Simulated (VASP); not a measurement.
```
CELL_PARAMETERS angstrom
      0.00000     2.73067     2.73067
      2.73067     0.00000     2.73067
      2.73067     2.73067     0.00000
ATOMIC_POSITIONS crystal
  Cd 0.00000 0.00000 0.00000
  F  0.25000 0.25000 0.25000
  F  0.75000 0.75000 0.75000
```

Calculation: PBE GGA with D3 dispersion (zero damping), VASP's PBE PAW potentials (set 64) (plane waves; VASP). Numerical set-up: 520 eV cut-off, 6×6×6 Γ-centred mesh, Gaussian smearing of 0.050 eV, potentials Cd F.

What does the run give for the energy per atom (σ→0)?

| Quantity | Value |
|---|---|
| energy per atom (σ→0) | -3.785 eV/atom |

Total energies compare only between runs with the same potentials, cut-off and functional.

The compound is CdF2 in the fluorite structure. It was relaxed first. The start is the result of an earlier pass.
